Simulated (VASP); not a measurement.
Given:

```
IrPd
1.0
    1.35165     0.78038     4.41585
   -1.35165     0.78038     4.41585
    0.00000    -1.56075     4.41585
Pd Ir
1 1
Cartesian
  0.00000   0.00000   6.62378
  0.00000   0.00000   0.00000
```

All values below come from LDA (Ceperley-Alder, Perdew-Zunger), VASP's LDA PAW potentials (set 64) (plane waves; VASP 6.6.1). Settings: 400 eV cut-off, Gaussian smearing of 0.050 eV, potentials Pd Ir.

**Question.** Give the energies of bands 1 to 12 at the high-symmetry points, in eV from the Fermi level.

**Answer.** 
```tsv
band	Γ	T	H2	L	S0	F
1	-9.71	-8.46	-5.73	-6.54	-5.81	-7.30
2	-6.83	-6.51	-5.71	-5.58	-5.28	-6.87
3	-3.65	-3.95	-4.92	-5.05	-5.04	-6.41
4	-3.65	-3.78	-4.75	-4.92	-4.82	-3.71
5	-3.62	-3.27	-3.46	-3.38	-3.71	-3.67
6	-3.60	-3.27	-3.38	-3.01	-3.27	-0.38
7	-3.60	-3.09	-1.90	-2.43	-1.98	0.01
8	-1.46	-3.09	-1.70	-1.42	-1.51	0.01
9	-1.46	-1.83	-0.31	-0.35	-0.45	0.55
10	-0.01	-1.83	0.40	1.50	0.31	1.03
11	0.56	-0.46	5.93	3.10	5.72	1.55
12	0.56	-0.46	6.25	4.58	6.25	2.47
```

It has no gap at this level: it comes out as a metal or semimetal.

The structure comes from a computed database's IrPd entry (R-3m); how it stands against other phases isn't given here. It was relaxed first, which changed the volume by -6 %. The electron count is odd and the run is not spin-polarised, which forces a metal.
